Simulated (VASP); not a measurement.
The system is GaAs.

```
Ga As
1.0
     0.00000    2.82685    2.82685
     2.82685    0.00000    2.82685
     2.82685    2.82685    0.00000
Ga As
1 1
Direct
  0.00000 0.00000 0.00000
  0.25000 0.25000 0.25000
```

| Item | Value |
| --- | --- |
| Program | VASP 6.6.1 |
| Task | relaxation of cell and atoms |
| Functional | PBE |
| Potentials or basis | VASP PAW PBE potentials, release 64 (Ga_d, As) |
| Cutoff | 600 eV |
| k mesh | 8 × 8 × 8 |
| Occupations | gaussian, width 0.02 eV |
| Spin | no spin polarisation |

At the start: pressure 3.4 GPa; volume 22.59 Å³/atom.

Q: How do energy, volume and symmetry change on relaxing?

A: Over 5 steps the energy falls by 11.9 meV/atom and the volume is 23.75 Å³/atom (+5.1 %); space group F-43m (No. 216, to 0.05 Å).

Step by step:
| step | energy change (eV) | largest force (eV/Å) | pressure (GPa) | volume (Å³) |
| --- | --- | --- | --- | --- |
| 1 | 0.0000 | 0.0000 | 3.44 | 45.18 |
| 2 | -0.0206 | 0.0000 | -1.03 | 48.43 |
| 3 | -0.0239 | 0.0000 | 0.03 | 47.52 |
| 4 | -0.0238 | 0.0000 | -0.06 | 47.56 |
| 5 | -0.0239 | 0.0000 | 0.00 | 47.50 |

Final structure:
```
Ga As
1.0
     0.00000    2.87450    2.87450
     2.87450    0.00000    2.87450
     2.87450    2.87450    0.00000
Ga As
1 1
Direct
  0.00000 0.00000 0.00000
  0.25000 0.25000 0.25000
```
